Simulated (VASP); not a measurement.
# SiSnGe with optB86b-vdW: from relaxation to properties, part 4 of 5

Aim: relax SiSnGe, then compute properties on the relaxed cell. The cell is invented: it takes the structure of a Materials Project entry for SrSiGe (space group 187 there), with some of its atoms replaced by other elements, volume scaled by an estimate. It may not be a known or stable phase.

VASP 6.6.1, plane waves and PAW; the level of theory is named at each step.

So far. Step 5 (Density, ELF and potential (optB86b-vdW)): In this run the pressure is -0.02 GPa, small enough to go on; single stress components reach 0.03 GPa. Step 6 (Bands along the symmetry lines (optB86b-vdW)): There is no gap at this level. The relaxed cell has a = 4.595, c = 3.414 Å (conventional setting).

The structure was built from a prototype and need not be the compound's stable phase.

### 7. Density of states (optB86b-vdW)

Level of this step: optB86b-vdW; plane waves and PAW (Sn_d, Ge_d, Si); invented cell (VASP).

Here the states are counted by energy and projected on the atoms. The mesh is finer than in the run before.

INCAR reads:

```
SYSTEM = SiSnGe
PREC = Accurate
ENCUT = 410
EDIFF = 1E-06
NELM = 100
ISMEAR = -5
SIGMA = 0.05
LREAL = .FALSE.
ALGO = Normal
GGA = MK
AGGAC = 0
LUSE_VDW = .TRUE.
PARAM1 = 0.1234
PARAM2 = 1
LASPH = .TRUE.
NBANDS = 29
LORBIT = 11
LWAVE = .FALSE.
LCHARG = .FALSE.
NEDOS = 2001
```

POSCAR reads:

```
SiSnGe
1.0
    4.5946423539      0.0000000000      0.0000000000
   -2.2973211770      3.9790770359      0.0000000000
    0.0000000000      0.0000000000      3.4139887757
Sn Ge Si
1 1 1
Direct
    0.6666666700      0.3333333300      0.0000000000
    0.0000000000      0.0000000000      0.5000000000
    0.3333333300      0.6666666700      0.5000000000
```

KPOINTS reads:

```
Automatic mesh
0
Gamma
8 8 10
0 0 0
```

PAW data sets: Sn_d, Ge_d and Si (PBE family, release 64).

The run is started by

```bash
> mpirun -np 1 vasp_std
```

The program printed:

```text
[... set-up lines as in an earlier step ...]
 entering main loop
       N       E                     dE             d eps       ncg     rms          rms(c)
DAV:   1     0.249359110932E+03    0.24936E+03   -0.12773E+04  4246   0.197E+03
DAV:   2     0.325805005343E+02   -0.21678E+03   -0.20435E+03  3512   0.523E+02
DAV:   3    -0.379803727535E+01   -0.36379E+02   -0.35872E+02  3939   0.124E+02
DAV:   4    -0.514548814773E+01   -0.13475E+01   -0.13458E+01  4215   0.265E+01
DAV:   5    -0.517506355909E+01   -0.29575E-01   -0.29606E-01  4135   0.426E+00    0.268E+00
DAV:   6    -0.508979038667E+01    0.85273E-01   -0.66656E-02  4711   0.257E+00    0.153E+00
DAV:   7    -0.507389087559E+01    0.15900E-01   -0.36044E-02  4563   0.129E+00    0.384E-01
DAV:   8    -0.507221404157E+01    0.16768E-02   -0.58170E-03  4441   0.585E-01    0.967E-02
DAV:   9    -0.507227128140E+01   -0.57240E-04   -0.47558E-04  4465   0.143E-01    0.570E-02
DAV:  10    -0.507224743383E+01    0.23848E-04   -0.59827E-05  4746   0.589E-02    0.211E-02
DAV:  11    -0.507223753928E+01    0.98945E-05   -0.89801E-06  4662   0.225E-02    0.430E-03
DAV:  12    -0.507224395570E+01   -0.64164E-05   -0.13595E-06  3216   0.122E-02    0.307E-03
DAV:  13    -0.507224244961E+01    0.15061E-05   -0.21869E-07  2305   0.469E-03    0.597E-04
DAV:  14    -0.507224199374E+01    0.45587E-06   -0.42119E-08  2215   0.137E-03
   1 F= -.50722420E+01 E0= -.50722420E+01  d E =0.000000E+00
 -----------------------------------------------------------------------------
|                                                                             |
|           W    W    AA    RRRRR   N    N  II  N    N   GGGG   !!!           |
|           W    W   A  A   R    R  NN   N  II  NN   N  G    G  !!!           |
|           W    W  A    A  R    R  N N  N  II  N N  N  G       !!!           |
|           W WW W  AAAAAA  RRRRR   N  N N  II  N  N N  G  GGG   !            |
|           WW  WW  A    A  R   R   N   NN  II  N   NN  G    G                |
|           W    W  A    A  R    R  N    N  II  N    N   GGGG   !!!           |
|                                                                             |
|     Tetrahedron method does not include variations of the Fermi             |
|     occupations, so forces and stress will be inaccurate. We suggest        |
|     using a different smearing scheme ISMEAR = 1 or 2 for metals in         |
|     relaxations.                                                            |
|                                                                             |
 -----------------------------------------------------------------------------
```

Run time: 1.7 min. Hardware: 1 MPI rank of AMD EPYC 7R43, shared host; peak memory 0.34 GiB.

OUTCAR, selected parts (step 7):

```text
   k-points           NKPTS =     60   k-points in BZ     NKDIM =     60   number of bands    NBANDS=     29

   NELECT =      32.0000    total number of electrons

 E-fermi :   7.7591

 k-point     1 :       0.0000    0.0000    0.0000
  band No.  band energies     occupation
    ...
     14       5.0511      2.00000
     15       5.0511      2.00000
     16       5.6573      2.00000
     17       5.6573      2.00000
     18       7.5916      2.42325
     19      11.6527      0.00000
     20      13.6561      0.00000
     21      15.5334      0.00000
     22      16.7642      0.00000
     23      16.7642      0.00000
    ...

Total vdW correction in eV:      5.2530088

  Total        0.1408757      0.1408757      0.2332527     -0.0000000      0.0000000      0.0000000
  in kB        3.6161849      3.6161849      5.9874382     -0.0000000      0.0000000      0.0000000
  external PRESSURE =       4.4066027 kB  Pullay stress =       0.0000000 kB

 POSITION                                       TOTAL-FORCE (eV/Angst)
 -----------------------------------------------------------------------------------
      2.29732      1.32636      0.00000         0.000000     -0.000000      0.000000
      0.00000      0.00000      1.70699        -0.000000      0.000000      0.000000
     -0.00000      2.65272      1.70699        -0.000000      0.000000      0.000000
 -----------------------------------------------------------------------------------
    total drift:                               -0.000014      0.000008      0.000000

  FREE ENERGIE OF THE ION-ELECTRON SYSTEM (eV)
  ---------------------------------------------------
  free  energy   TOTEN  =        -5.0722419937 eV

  energy  without entropy=       -5.0722419937  energy(sigma->0) =       -5.07224199

Total vdW correction in eV:      5.2530076

[... 6 parts as in an earlier step ...]

[... 10 further parts left out ...]
```

With tetrahedra the forces and stress of a metal are not exact derivatives of the energy.

Numbers from this step:

```yaml
scf_cycles: 14
irreducible_k_points: 60
free_energy_toten: -5.072 eV
fermi_energy: 7.759 eV
pressure: 0.4407 GPa
dos_at_the_fermi_level_one_point_of_the_energy_grid: 1.644 states/eV/cell
```

The density of states has structure finer than the step of the table below, so its rows give means over 1 eV, whole bins alone (the curve runs from -12.0 to 8.00 eV). Peaks (eV: height): total 3.9: 1.95, 4.5: 3.14, 5.8: 2.53, 6.3: 2.11; Sn p 1.0: 0.349, 4.5: 0.465, 5.8: 0.471, 6.3: 0.363; Ge p 3.9: 0.271, 4.5: 0.475, 5.8: 0.356, 6.3: 0.336; Si p 3.9: 0.226, 4.5: 0.354, 5.8: 0.278, 6.3: 0.264; Sn s -10.5: 0.0897, -7.0: 0.412, -6.4: 0.395, -3.1: 0.100.

States under -12.0 eV and over 8.0 eV are left out. Density of states against energy, zero at the Fermi level; means over each step; values in states/eV/cell:

```csv
energy (eV),total,Sn p,Ge p,Si p,Sn s,Si s,Ge s
-11,0.601,0.0132,0.00646,0.00629,0.0731,0.0591,0.151
-10,0.743,0.0223,0.00914,0.0116,0.0553,0.0684,0.230
-9,0.782,0.0195,0.0246,0.0150,0.0876,0.0834,0.188
-8,0.743,0.0220,0.0373,0.0172,0.134,0.0887,0.0914
-7,1.17,0.0272,0.0553,0.0284,0.291,0.121,0.130
-6,1.18,0.0234,0.0477,0.0249,0.288,0.158,0.146
-5,0.474,0.0226,0.0306,0.0191,0.0593,0.0713,0.0565
-4,1.17,0.136,0.146,0.0979,0.0550,0.0453,0.0394
-3,1.32,0.136,0.186,0.129,0.0780,0.0286,0.0328
-2,1.38,0.162,0.174,0.123,0.0685,0.0452,0.0454
-1,1.42,0.181,0.172,0.132,0.0495,0.0502,0.0537
0,1.63,0.225,0.205,0.168,0.0466,0.0440,0.0486
1,1.62,0.277,0.203,0.156,0.0319,0.0399,0.0352
2,1.57,0.273,0.196,0.161,0.0306,0.0368,0.0367
3,1.51,0.244,0.203,0.166,0.0353,0.0369,0.0344
4,1.81,0.269,0.256,0.207,0.0388,0.0276,0.0249
5,1.88,0.302,0.287,0.219,0.0255,0.0230,0.0177
6,2.03,0.353,0.301,0.239,0.0137,0.0161,0.0129
7,1.30,0.173,0.168,0.135,0.00963,0.00927,0.00795
```

The finer mesh and the other smearing move the Fermi level by +0.08 eV from the 6×6×7 run, one measure of the sampling error in the zero of the bands above. Of the states within 0.3 eV of the Fermi level, the largest shares in the PAW spheres are Sn p 13 %, Ge p 13 % and Si p 10 %. The rest lies in smaller channels or between the spheres.

### 8. Zone-centre phonons (optB86b-vdW)

Zone-centre modes test whether the atoms sit at a minimum within this cell. IBRION = 6 takes the force constants from differences of forces between displaced cells, so the forces must be tight.

INCAR reads:

```
SYSTEM = SiSnGe
PREC = Accurate
ENCUT = 410
EDIFF = 1E-08
NELM = 100
ISMEAR = 1
SIGMA = 0.2
LREAL = .FALSE.
ALGO = Normal
GGA = MK
AGGAC = 0
LUSE_VDW = .TRUE.
PARAM1 = 0.1234
PARAM2 = 1
LASPH = .TRUE.
NBANDS = 22
LORBIT = 11
LWAVE = .FALSE.
LCHARG = .FALSE.
IBRION = 6
NFREE = 2
POTIM = 0.015
ISIF = 2
NSW = 1
```

POSCAR is that of step 7.

KPOINTS reads:

```
Automatic mesh
0
Gamma
10 10 11
0 0 0
```

The run is started by

```bash
> mpirun -np 1 vasp_std
```

The program printed:

```text
[... set-up lines as in an earlier step ...]
 entering main loop
       N       E                     dE             d eps       ncg     rms          rms(c)
DAV:   1     0.227601865487E+03    0.22760E+03   -0.14189E+04  4012   0.261E+03
DAV:   2     0.260174845061E+02   -0.20158E+03   -0.19468E+03  3762   0.545E+02
DAV:   3    -0.405801966848E+01   -0.30076E+02   -0.29662E+02  4446   0.149E+02
DAV:   4    -0.515074860558E+01   -0.10927E+01   -0.10909E+01  4248   0.322E+01
DAV:   5    -0.517792843266E+01   -0.27180E-01   -0.27179E-01  4730   0.534E+00    0.266E+00
DAV:   6    -0.509673516630E+01    0.81193E-01   -0.99248E-02  4662   0.327E+00    0.151E+00
DAV:   7    -0.508065495892E+01    0.16080E-01   -0.49394E-02  4362   0.179E+00    0.361E-01
DAV:   8    -0.507940134963E+01    0.12536E-02   -0.62780E-03  4260   0.758E-01    0.965E-02
DAV:   9    -0.507939104761E+01    0.10302E-04   -0.57919E-04  4502   0.209E-01    0.562E-02
DAV:  10    -0.507938708352E+01    0.39641E-05   -0.81762E-05  4834   0.858E-02    0.247E-02
DAV:  11    -0.507938905835E+01   -0.19748E-05   -0.17071E-05  4784   0.462E-02    0.492E-03
DAV:  12    -0.507938841239E+01    0.64596E-06   -0.23471E-06  4432   0.182E-02    0.284E-03
DAV:  13    -0.507938842120E+01   -0.88130E-08   -0.28430E-07  4394   0.341E-03    0.610E-04
DAV:  14    -0.507938844586E+01   -0.24658E-07   -0.25409E-08  3448   0.171E-03    0.343E-04
DAV:  15    -0.507938844175E+01    0.41055E-08   -0.35409E-09  2256   0.819E-04
   1 F= -.50793884E+01 E0= -.50806472E+01  d E =0.377637E-02
 Found     6 degrees of freedom:
 Finite differences POTIM= 0.01500 DOF=   6
 bond charge predicted
       N       E                     dE             d eps       ncg     rms          rms(c)
DAV:   1    -0.507676915886E+01    0.26193E-02   -0.10940E+00 15684   0.462E+00    0.153E-01
DAV:   2    -0.507919768580E+01   -0.24285E-02   -0.24510E-02 19934   0.102E+00    0.462E-02
DAV:   3    -0.507921123794E+01   -0.13552E-04   -0.18518E-04 16746   0.964E-02    0.401E-02
DAV:   4    -0.507921232076E+01   -0.10828E-05   -0.14268E-05 20716   0.309E-02    0.215E-02
DAV:   5    -0.507921297414E+01   -0.65339E-06   -0.96643E-07 17024   0.830E-03    0.283E-03
DAV:   6    -0.507921306130E+01   -0.87160E-07   -0.10856E-07 17298   0.336E-03    0.102E-03
DAV:   7    -0.507921306906E+01   -0.77525E-08   -0.10418E-08  9148   0.874E-04
   2 F= -.50792131E+01 E0= -.50804691E+01  d E =0.376813E-02
[... from here on, the cycles between the ionic steps are left out ...]
   3 F= -.50792131E+01 E0= -.50804692E+01  d E =0.376813E-02
   4 F= -.50791820E+01 E0= -.50804391E+01  d E =0.377135E-02
   5 F= -.50791820E+01 E0= -.50804391E+01  d E =0.377135E-02
   6 F= -.50789382E+01 E0= -.50801703E+01  d E =0.369646E-02
   7 F= -.50789386E+01 E0= -.50801707E+01  d E =0.369646E-02
   8 F= -.50793066E+01 E0= -.50805657E+01  d E =0.377707E-02
   9 F= -.50793066E+01 E0= -.50805657E+01  d E =0.377707E-02
  10 F= -.50789903E+01 E0= -.50802221E+01  d E =0.369539E-02
  11 F= -.50789902E+01 E0= -.50802220E+01  d E =0.369543E-02
  12 F= -.50793484E+01 E0= -.50806086E+01  d E =0.378044E-02
 Finite differences progress:
  Degree of freedom:   6/  6
  Displacement:        1/  2
  Total:              11/ 12
 bond charge predicted
       N       E                     dE             d eps       ncg     rms          rms(c)
DAV:   1    -0.507901459075E+01    0.33382E-03   -0.10195E-01  5618   0.873E-01    0.428E-02
DAV:   2    -0.507934019222E+01   -0.32560E-03   -0.32041E-03  6396   0.233E-01    0.199E-02
DAV:   3    -0.507934575143E+01   -0.55592E-05   -0.69478E-05  6272   0.419E-02    0.105E-02
DAV:   4    -0.507934831240E+01   -0.25610E-05   -0.63059E-06  7426   0.133E-02    0.353E-03
DAV:   5    -0.507934839897E+01   -0.86563E-07   -0.88914E-07  5902   0.507E-03    0.877E-04
DAV:   6    -0.507934841476E+01   -0.15793E-07   -0.72810E-08  5534   0.181E-03    0.407E-04
DAV:   7    -0.507934841363E+01    0.11314E-08   -0.32496E-09  3298   0.563E-04
  13 F= -.50793484E+01 E0= -.50806086E+01  d E =0.378045E-02
 Finite differences progress:
  Degree of freedom:   6/  6
  Displacement:        2/  2
  Total:              12/ 12
```

Wall time 26 min (1 MPI rank); peak memory 0.69 GiB.

OUTCAR, selected parts (step 8):

```text
   k-points           NKPTS =     84   k-points in BZ     NKDIM =     84   number of bands    NBANDS=     22

   NELECT =      32.0000    total number of electrons

 E-fermi :   7.6975

 k-point     1 :       0.0000    0.0000    0.0000
  band No.  band energies     occupation
    ...
     14       5.0423      2.00000
     15       5.0423      2.00000
     16       5.6593      2.00000
     17       5.6593      2.00000
     18       7.5885      1.78749
     19      11.6495     -0.00000
     20      13.6475      0.00000
     21      15.5391      0.00000
     22      16.7655      0.00000

Total vdW correction in eV:      5.2516610

  Total        0.2224810      0.2224810      0.0071460     -0.0000000     -0.0000000      0.0000000
  in kB        5.7109358      5.7109359      0.1834342     -0.0000000     -0.0000000      0.0000000
  external PRESSURE =       3.8684353 kB  Pullay stress =       0.0000000 kB

 POSITION                                       TOTAL-FORCE (eV/Angst)
 -----------------------------------------------------------------------------------
      2.29732      1.32636      0.00000         0.000000     -0.000000     -0.010727
      0.00000      0.00000      1.70699        -0.000000      0.000000      0.004828
     -0.00000      2.65272      1.69199        -0.000000      0.000000      0.005899
 -----------------------------------------------------------------------------------
    total drift:                               -0.000014      0.000009      0.000050

  FREE ENERGIE OF THE ION-ELECTRON SYSTEM (eV)
  ---------------------------------------------------
  free  energy   TOTEN  =        -5.0793484136 eV

  energy  without entropy=       -5.0831288644  energy(sigma->0) =       -5.08060856

Total vdW correction in eV:      5.2516611

 Eigenvectors and eigenvalues of the dynamical matrix
 ----------------------------------------------------

   1 f  =    6.390262 THz    40.151201 2PiTHz  213.156198 cm-1    26.427988 meV
             X         Y         Z           dx          dy          dz
      2.297321  1.326359  0.000000     0.000007   -0.009545   -0.000000
      0.000000  0.000000  1.706994     0.000359   -0.518831    0.000000
     -0.000000  2.652718  1.706994    -0.000592    0.854823    0.000000

   2 f  =    6.390262 THz    40.151200 2PiTHz  213.156196 cm-1    26.427988 meV
             X         Y         Z           dx          dy          dz
      2.297321  1.326359  0.000000     0.009545    0.000007   -0.000000
      0.000000  0.000000  1.706994     0.518831    0.000359   -0.000000
     -0.000000  2.652718  1.706994    -0.854823   -0.000592   -0.000000

   3 f  =    3.000983 THz    18.855734 2PiTHz  100.102026 cm-1    12.411064 meV
             X         Y         Z           dx          dy          dz
      2.297321  1.326359  0.000000     0.000000    0.000000    0.670915
      0.000000  0.000000  1.706994    -0.000000   -0.000000   -0.514342
     -0.000000  2.652718  1.706994    -0.000000   -0.000000   -0.534159

   4 f  =    2.586557 THz    16.251819 2PiTHz   86.278267 cm-1    10.697137 meV
             X         Y         Z           dx          dy          dz
      2.297321  1.326359  0.000000    -0.000474    0.684091   -0.000000
      0.000000  0.000000  1.706994     0.000434   -0.626897    0.000000
     -0.000000  2.652718  1.706994     0.000258   -0.372854    0.000000

   5 f  =    2.586557 THz    16.251819 2PiTHz   86.278266 cm-1    10.697137 meV
             X         Y         Z           dx          dy          dz
      2.297321  1.326359  0.000000     0.684091    0.000474   -0.000000
      0.000000  0.000000  1.706994    -0.626897   -0.000434   -0.000000
     -0.000000  2.652718  1.706994    -0.372854   -0.000258    0.000000

   6 f  =    1.200389 THz     7.542267 2PiTHz   40.040670 cm-1     4.964408 meV
             X         Y         Z           dx          dy          dz
      2.297321  1.326359  0.000000     0.000000    0.000000   -0.134343
      0.000000  0.000000  1.706994     0.000000    0.000000    0.624114
     -0.000000  2.652718  1.706994     0.000000    0.000000   -0.769697

   7 f/i=    0.023787 THz     0.149457 2PiTHz    0.793444 cm-1     0.098374 meV
             X         Y         Z           dx          dy          dz
      2.297321  1.326359  0.000000    -0.729334   -0.000641   -0.000000
      0.000000  0.000000  1.706994    -0.581218   -0.000510   -0.000000
     -0.000000  2.652718  1.706994    -0.360911   -0.000317   -0.000000

   8 f/i=    0.023787 THz     0.149457 2PiTHz    0.793444 cm-1     0.098374 meV
             X         Y         Z           dx          dy          dz
      2.297321  1.326359  0.000000     0.000641   -0.729334    0.000000
      0.000000  0.000000  1.706994     0.000510   -0.581218    0.000000
     -0.000000  2.652718  1.706994     0.000317   -0.360911    0.000000

   9 f/i=    0.026687 THz     0.167681 2PiTHz    0.890192 cm-1     0.110370 meV
             X         Y         Z           dx          dy          dz
      2.297321  1.326359  0.000000     0.000000   -0.000000   -0.729264
      0.000000  0.000000  1.706994     0.000000   -0.000000   -0.588162
     -0.000000  2.652718  1.706994     0.000000   -0.000000   -0.349629

 ELASTIC MODULI CONTR FROM IONIC RELAXATION (kBar)
 Direction    XX          YY          ZZ          XY          YZ          ZX
 --------------------------------------------------------------------------------
 XX        -112.0984    112.0984      0.0000      0.0000      0.0000     -0.0000
 YY         112.0984   -112.0984     -0.0000      0.0000     -0.0000      0.0000
 ZZ           0.0000     -0.0000     -0.0000      0.0000      0.0000     -0.0000
 XY           0.0000      0.0000      0.0000   -112.0984     -0.0000      0.0000
 YZ           0.0000     -0.0000      0.0000     -0.0000     -0.0000      0.0000
 ZX          -0.0000      0.0000     -0.0000      0.0000      0.0000     -0.0000
 --------------------------------------------------------------------------------

[... 6 parts as in an earlier step ...]

[... 10 further parts left out ...]
```

The last energy, forces, stress and levels in OUTCAR belong to the last displaced cell, not to the cell of POSCAR.

This step gave:

* bands: 22
* irreducible k-points: 84
* pressure of the cell: 0.3891 GPa
* largest force of the cell: 0 eV/Å

Modes at Γ, with each element's share of the kinetic energy:

| mode | frequency (cm⁻¹) | symmetry | Sn % | Ge % | Si % |
| --- | --- | --- | --- | --- | --- |
| 1 | -0.9 | acoustic | 53 | 35 | 12 |
| 2 | -0.8 | acoustic | 53 | 34 | 13 |
| 3 | -0.8 | acoustic | 53 | 34 | 13 |
| 4 | 40.0 | A2'' | 2 | 39 | 59 |
| 5 | 86.3 | E' | 47 | 39 | 14 |
| 6 | 86.3 | E' | 47 | 39 | 14 |
| 7 | 100.1 | A2'' | 45 | 26 | 29 |
| 8 | 213.2 | E' | 0 | 27 | 73 |
| 9 | 213.2 | E' | 0 | 27 | 73 |

Displacements in mode 4 (40.0 cm⁻¹), the largest set to 1:
```
Sn1  0.00  0.00 -0.08
Ge2  0.00  0.00  0.50
Si3  0.00  0.00 -1.00
```

Displacements in mode 7 (100.1 cm⁻¹), the largest set to 1:
```
Sn1  0.00  0.00  0.61
Ge2  0.00  0.00 -0.60
Si3  0.00  0.00 -1.00
```

The three acoustic modes lie within 0.9 cm⁻¹ of zero, and no other lies below -15 cm⁻¹; the softest, at 40 cm⁻¹, is too soft for its sign to be sure. By the characters of their eigenvectors the optical modes sort into (cm⁻¹) Raman active: E' 86, E' 213; infrared active: A2'' 40, E' 86, A2'' 100, E' 213.

[end of part 4 of 5]

[Lines on the potential files, build, host, timing and source positions are cut from VASP's logs without a mark.]

[Logs are printed without paths, hosts, clocks, repeated set-up lines and the standing remarks that a program may print on its own settings, such as how far it seeks lower states.]

[Hosts, paths, dates, database ids (printed as entryN), source tags and the programs' standing remarks are cut or masked in the printed files.]

[A measured line is paired with the nearest computed mode of its activity, which favours agreement.]

[In band tables of VASP the shares of atoms and orbitals are scaled to a sum of 1 inside the atoms' spheres.]
